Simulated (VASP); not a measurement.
# OsI with AM05: from relaxation to properties, part 2 of 2

What structure does OsI take at this level, and what are its properties? The cell is invented: other elements were put on sites of a known structure type. It may not be a known or stable phase.

VASP 6.6.1; AM05; plane waves and PAW (Os, I); invented cell.

Still holding for the runs below: This run has no spin polarisation. Its electron count is odd, so without a moment it is a metal by construction. The k-mesh is coarse for a metal.

So far. Step 12 (Volume scan with AM05 (run 6)): The run ends at a pressure of -6.07 GPa. Step 13 (Volume scan with AM05 (run 7)): The pressure falls from -6.07 to -8.64 GPa. The parabola predicted -8.44 GPa, +0.20 GPa off. The relaxed cell has a = 3.329 Å (conventional setting).

### 15. Fit for AM05

This step: Birch-Murnaghan fit, AM05; plane waves and PAW; invented cell (VASP 6.6.1).

No new run; the numbers come from the runs before.

This step gave:

```yaml
pressure_derivative_of_the_bulk_modulus: 5.667
r_m_s_error_of_the_fit: 2.56e-5 eV/atom
minimum_inside_the_sampled_range: yes
bulk_modulus: 174.7 GPa
equilibrium_volume_of_the_fit: 18.45 Å³/atom
```

The energy above the fitted minimum by volume:

| volume (Å³/atom) | energy above the fitted minimum (eV/atom) |
| --- | --- |
| 17.336 | 0.0421 |
| 17.705 | 0.0180 |
| 18.074 | 0.00435 |
| 18.442 | 1.6e-5 |
| 18.811 | 0.00374 |
| 19.180 | 0.0144 |
| 19.549 | 0.0314 |

The fitted volume lies +0.04 % from the relaxed one.

### 16. Core levels (AM05)

This step: AM05; plane waves and PAW (Os, I); invented cell (VASP 6.6.1).

ICORELEVEL = 1 prints the core eigenvalues in the potential of the ground state.

INCAR

```
SYSTEM = OsI
PREC = Accurate
ENCUT = 400
EDIFF = 1E-06
NELM = 100
ISMEAR = -1
SIGMA = 0.05
LREAL = .FALSE.
ALGO = Normal
GGA = AM
LORBIT = 11
LWAVE = .FALSE.
LCHARG = .FALSE.
ICORELEVEL = 1
```

POSCAR

```
OsI
1.0
    3.3287681288      0.0000000000      0.0000000000
    0.0000000000      3.3287681288      0.0000000000
    0.0000000000      0.0000000000      3.3287681288
Os I
1 1
Direct
    0.5000000000      0.5000000000      0.5000000000
    0.0000000000      0.0000000000      0.0000000000
```

KPOINTS

```
Automatic mesh
0
Gamma
7 7 7
0 0 0
```

Potentials, in the order of the species: Os and I (PBE family, release 64).

Started as:

```
mpirun -np 1 vasp_std
```

Wall time 6.4 s (1 MPI rank of Intel Xeon Platinum 8488C (Sapphire Rapids), shared host); peak memory 0.14 GiB.

These are scalar-relativistic Kohn-Sham levels of the ground state, with no core hole, so they are not binding energies.

Numbers from this step:

```
free energy (TOTEN)     : -10.03 eV
energy at zero smearing : -10.02 eV
Fermi energy            : 11.00 eV
pressure                : 0.03199 GPa
```

Kohn-Sham core levels, initial state. Core levels, by row:

| atom | shell | level below the Fermi level (eV) |
| --- | --- | --- |
| Os1 | 1s | 73841 |
| Os1 | 2s | 12854 |
| Os1 | 2p | 11189 |
| Os1 | 3s | 2987 |
| Os1 | 3p | 2498 |
| Os1 | 3d | 1954 |
| Os1 | 4s | 626 |
| Os1 | 4p | 465.8 |
| Os1 | 4d | 267.1 |
| Os1 | 4f | 46.38 |
| Os1 | 5s | 85.84 |
| Os1 | 5p | 45.26 |
| I2 | 1s | 32973 |
| I2 | 2s | 5091 |
| I2 | 2p | 4569 |
| I2 | 3s | 1025 |
| I2 | 3p | 855.9 |
| I2 | 3d | 602.6 |
| I2 | 4s | 177.5 |
| I2 | 4p | 124.5 |
| I2 | 4d | 47.32 |

### 17. Bands along the symmetry lines (AM05), changed input

The mesh alone shows little of the dispersion and can miss band extrema, so KPOINTS_OPT adds a path through the symmetry points after the self-consistent cycle. Some settings are moved from the usual, to see what they do.

INCAR

```
SYSTEM = OsI
PREC = Accurate
ENCUT = 700
EDIFF = 1E-08
NELM = 100
ISMEAR = -1
SIGMA = 0.05
LREAL = .FALSE.
ALGO = Normal
GGA = AM
LORBIT = 11
LWAVE = .FALSE.
LCHARG = .FALSE.
```

POSCAR is that of step 16.

KPOINTS is that of step 16.

KPOINTS_OPT

```
Line mode
16
Line-mode
Reciprocal
  0.00000000   0.00000000   0.00000000 GAMMA
  0.00000000   0.50000000   0.00000000 X

  0.00000000   0.50000000   0.00000000 X
  0.50000000   0.50000000   0.00000000 M

  0.50000000   0.50000000   0.00000000 M
  0.00000000   0.00000000   0.00000000 GAMMA

  0.00000000   0.00000000   0.00000000 GAMMA
  0.50000000   0.50000000   0.50000000 R

  0.50000000   0.50000000   0.50000000 R
  0.00000000   0.50000000   0.00000000 X

  0.50000000   0.50000000   0.00000000 M
  0.50000000   0.50000000   0.50000000 R
```

Started as:

```
mpirun -np 1 vasp_std
```

Elapsed: 54 s, on 1 MPI rank; peak memory 0.18 GiB.

Numbers from this step:

```yaml
scf_cycles: 15
pressure: 0.07391 GPa
```

Electronic bands along the path, in eV, zero at the Fermi level; # counts the bands kept:

| point | #3 | #4 | #5 | #6 | #7 | #8 |
| --- | --- | --- | --- | --- | --- | --- |
| Γ | -3.22 | -3.22 | -3.22 | -1.06 | -1.06 | -1.06 |
| 0.47 of the way | -4.08 | -3.93 | -2.14 | -1.00 | 0.38 | 0.38 |
| X | -4.72 | -3.53 | -0.92 | 0.03 | 2.45 | 2.45 |
| 0.53 of the way | -3.87 | -3.44 | -1.75 | -0.23 | -0.02 | 0.79 |
| M | -4.66 | -2.27 | -2.27 | -1.38 | -1.05 | 0.25 |
| 0.47 of the way | -3.94 | -3.17 | -1.77 | -0.90 | -0.81 | 1.13 |
| Γ | -3.22 | -3.22 | -3.22 | -1.06 | -1.06 | -1.06 |
| 0.47 of the way | -6.50 | -2.48 | -2.48 | -0.89 | 0.50 | 0.50 |
| R | -8.24 | 0.34 | 0.34 | 0.58 | 0.58 | 0.58 |
| 0.47 of the way | -5.21 | -2.73 | -2.41 | -1.70 | 0.31 | 2.25 |
| X | -4.72 | -3.53 | -0.92 | 0.03 | 2.45 | 2.45 |
| jump to M | -4.66 | -2.27 | -2.27 | -1.38 | -1.05 | 0.25 |
| 0.47 of the way | -5.52 | -3.36 | -1.40 | -1.40 | 0.29 | 1.19 |
| R | -8.24 | 0.34 | 0.34 | 0.58 | 0.58 | 0.58 |

Of the projections kept (Os, I), the largest for each band there; the rest of the weight can lie on other orbitals:

| point | #3 | #4 | #5 | #6 | #7 | #8 |
| --- | --- | --- | --- | --- | --- | --- |
| Γ | I 0.88 | I 0.88 | I 0.88 | Os 0.98 | Os 0.98 | Os 0.98 |
| X | Os 0.57 | Os 1.00 | Os 1.00 | Os 0.96 | Os 0.55 | Os 0.55 |
| M | Os 0.92 | Os 0.95 | Os 0.95 | I 1.00 | Os 0.84 | Os 1.00 |
| Γ | I 0.88 | I 0.88 | I 0.88 | Os 0.98 | Os 0.98 | Os 0.98 |
| R | I 0.56 | Os 1.00 | Os 1.00 | Os 0.69 | Os 0.69 | Os 0.69 |
| X | Os 0.57 | Os 1.00 | Os 1.00 | Os 0.96 | Os 0.55 | Os 0.55 |

Against the sound run “Bands along the symmetry lines (AM05)”, the energy at zero smearing moves by -0.7 meV an atom, the pressure by +0.04 GPa and the Fermi level by +0.00 eV.

### 18. Summary of results

```yaml
relaxed_volume: 18.44 Å³/atom
relaxed_conventional_cell_a_b_c: 3.329, 3.329, 3.329 Å
space_group_after_relaxing_within_0p02_a: Pm-3m (No. 221)
band_gap: none, a metal
dos_at_the_fermi_level: 2.62 states/eV/cell
bulk_modulus_from_the_fit: 175 GPa
volume_from_the_fit: 18.4 Å³/atom
shallowest_level_of_the_frozen_cores: Os1 5p, 45.3 eV deep
```

What this shows: With AM05, OsI relaxes to 18.44 Å³/atom in space group Pm-3m (held by the symmetry of the run), comes out as a metal and has a bulk modulus of 175 GPa. Bands along the symmetry lines (AM05): Of the bands kept, 5 cross the Fermi level on this path. Bands along the symmetry lines (AM05), changed input: Of the bands kept, 5 cross the Fermi level on this path. Spin-orbit coupling is left out, and with elements this heavy it would split and shift bands near the Fermi level. The k-sampling is coarse for a metal, so the Fermi level, pressures and the shape of the cell carry errors. With an odd electron count and no spin the cell is a metal by construction. No search among competing phases was made. All values are for a static lattice at zero temperature.

[Lines on the potential files, build, host, timing and source positions are cut from VASP's logs without a mark.]

[Logs are printed without paths, hosts, clocks, repeated set-up lines and the standing remarks that a program may print on its own settings, such as how far it seeks lower states.]

[Hosts, paths, dates, database ids (printed as entryN), source tags and the programs' standing remarks are cut or masked in the printed files.]

[A measured line is paired with the nearest computed mode of its activity, which favours agreement.]
